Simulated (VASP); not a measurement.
An input for Quantum ESPRESSO's pw.x (written as the equivalent of a VASP run, and not itself run):

```
&CONTROL
  calculation = 'scf'
  pseudo_dir = './pseudo'
  outdir = './out'
  tprnfor = .true.
  tstress = .true.
/
&SYSTEM
  ibrav = 0
  nat = 2
  ntyp = 2
  ecutwfc = 84
  occupations = 'tetrahedra'
  input_dft = 'vdw-df-obk8'
/
&ELECTRONS
  conv_thr = 7.3e-09
  electron_maxstep = 100
/
ATOMIC_SPECIES
  Li 6.940 Li.upf
  F 18.998 F.upf
CELL_PARAMETERS angstrom
     0.0000000    2.0105982    2.0105982
     2.0105982    0.0000000    2.0105982
     2.0105982    2.0105982   -0.0000000
ATOMIC_POSITIONS crystal
  Li   0.0000000  0.0000000  0.0000000
  F    0.5000000  0.5000000  0.5000000
K_POINTS automatic
  13 13 13 0 0 0
```

Write the VASP files for the same calculation (optB88-vdW).

One answer among several that fit: 
KPOINTS:
```
Automatic mesh
0
Gamma
13 13 13
0 0 0
```

### INCAR
```
SYSTEM = LiF
PREC = Accurate
ENCUT = 520
EDIFF = 1E-7
NELM = 100
ALGO = Normal
LREAL = .FALSE.
LASPH = .TRUE.
ISMEAR = -5
GGA = BO
PARAM1 = 0.1833333333
PARAM2 = 0.22
LUSE_VDW = .TRUE.
AGGAC = 0.0
LWAVE = .FALSE.
LCHARG = .TRUE.
LORBIT = 11
NEDOS = 601
ISIF = 2
```

File POSCAR:
```
LiF
1
    0.0000000000     2.0105981985     2.0105981985
    2.0105981985     0.0000000000     2.0105981985
    2.0105981985     2.0105981985    -0.0000000000
Li F
1 1
Direct
  0.0000000000   0.0000000000   0.0000000000
  0.5000000000   0.5000000000   0.5000000000
```

POTCAR, in this order: Li_sv F (PBE.64 set). Program: vasp_std.

The two are equivalent in intent, not identical: the potentials are each code's own (VASP's PAW set, PseudoDojo norm-conserving files in pw.x), so ENCUT and ecutwfc are chosen apart and not converted; conv_thr bounds pw.x's estimated SCF error, while EDIFF bounds the energy change between steps.

The compound is LiF in the rock salt structure. It was relaxed first.
